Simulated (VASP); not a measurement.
Input:

```
Tl
1.0
    3.56099     0.00000     0.00000
   -1.78050     3.08391     0.00000
    0.00000     0.00000     5.74933
Tl
2
Direct
  0.33333   0.66667   0.25000
  0.66667   0.33333   0.75000
```

Level of theory: PBE GGA, VASP's PBE PAW potentials (set 64) (plane waves; VASP 6.6.1). Run with 300 eV cut-off, 7×7×4 Γ-centred mesh, Gaussian smearing of 0.27 eV, potentials Tl_d.

At this cut-off the stress carries a Pulay error, which pulls relaxed volumes low. Energy and stress use the plane-wave basis of the starting cell.

### Question
The ions, cell shape and volume are relaxed. Give the cell that the relaxation ends in.

### Answer

```
Tl
1.0
    3.53587     0.00000     0.00000
   -1.76793     3.06215     0.00000
    0.00000     0.00000     5.70210
Tl
2
Direct
  0.33333   0.66667   0.25000
  0.66667   0.33333   0.75000
```
Space group P6_3/mmc (194), at a tolerance of 0.03 Å.

### Question
How do energy and volume change from the first to the last step?

### Answer
The energy (σ→0) changes by -1.4 meV/atom and the volume by -2.2 %, in 3 ionic steps.

```
step  E(σ→0) (eV)  max force (eV/Å)  pressure (GPa)  volume (Å³)
----  -----------  ----------------  --------------  -----------
1         -4.3964             0.000           -0.51        63.14
2         -4.3988             0.000           -0.17        62.22
3         -4.3992             0.000            0.04        61.74
```

The structure comes from a computed database's Tl entry; how it stands against other phases isn't given here. This run relaxes it. Symmetry was kept, so distortions that lower it aren't found. The run is one of a series of settings (EDIFFG = -0.01, IBRION = 2, ISIF = 3, NSW = 50 against the base run), some of them coarse on purpose.
